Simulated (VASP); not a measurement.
Input:

```xyz
6
Lattice="4.9516 0.0000 0.0000 0.0000 6.0434 0.0000 0.0000 0.0000 3.7727" Properties=species:S:1:pos:R:3 pbc="T T T"
Sn     0.0000     0.0000     0.0000
Sn     2.4758     3.0217     1.8863
Cl     0.9923     2.2886     0.0000
Cl     3.4681     0.7331     1.8863
Cl     1.4835     5.3103     1.8863
Cl     3.9593     3.7548     0.0000
```

Calculation: PBE GGA, VASP's PBE PAW potentials (set 64) (plane waves; VASP). Run with 300 eV cut-off, 3×3×4 Γ-centred mesh, Fermi-Dirac smearing of 0.14 eV, potentials Sn_d Cl.

At this cut-off the stress carries a Pulay error, which pulls relaxed volumes low.

Task: Predict the energy per atom (σ→0), pressure, largest force.

Result: 
The energy per atom (σ→0) is -220.0 kJ/mol of atoms and the pressure comes out as 44.80 GPa. The largest force is 1.621 eV/Å.

Total energies compare only between runs with the same potentials, cut-off and functional.

The structure was generated: SnCl2 was put into an ordered model structure, which need not be its known phase. The cell was not relaxed at this level. The k-mesh is coarse (spacing up to 0.42 per Å, 2π included), so the numbers may not be converged in it.
